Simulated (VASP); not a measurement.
```
HfO2
1.0
    0.00000     2.51047     2.51047
    2.51047     0.00000     2.51047
    2.51047     2.51047     0.00000
Hf O
1 2
Cartesian
  0.00000   0.00000   0.00000
  1.25524   1.25524   1.25524
  3.76571   3.76571   3.76571
```

Computed with PBEsol GGA, VASP's PBE PAW potentials (set 64) (plane waves; VASP). Numerical set-up: PREC = Normal, EDIFF = 1E-5, 450 eV cut-off, 10×10×10 Γ-centred mesh, Gaussian smearing of 0.050 eV, potentials Hf_pv O.

At this cut-off the stress carries a Pulay error, which pulls relaxed volumes low. Unless said otherwise, spin-orbit coupling is left out, though it shifts the bands of the heavy elements here.

Q: Predict the energy per atom (σ→0), pressure, band gap (on the k-mesh) with the smallest direct gap where there is one.

A: 
* **band gap (on the k-mesh)**: 3.75 eV
* **smallest direct gap (on the k-mesh)**: 3.75 eV
* **energy per atom (σ→0)**: -10.550 eV/atom
* **pressure**: -1.34 GPa

The compound is HfO2 in the fluorite structure, the high-temperature cubic form, which is unstable at 0 K; the monoclinic form is the stable one. It was relaxed first.
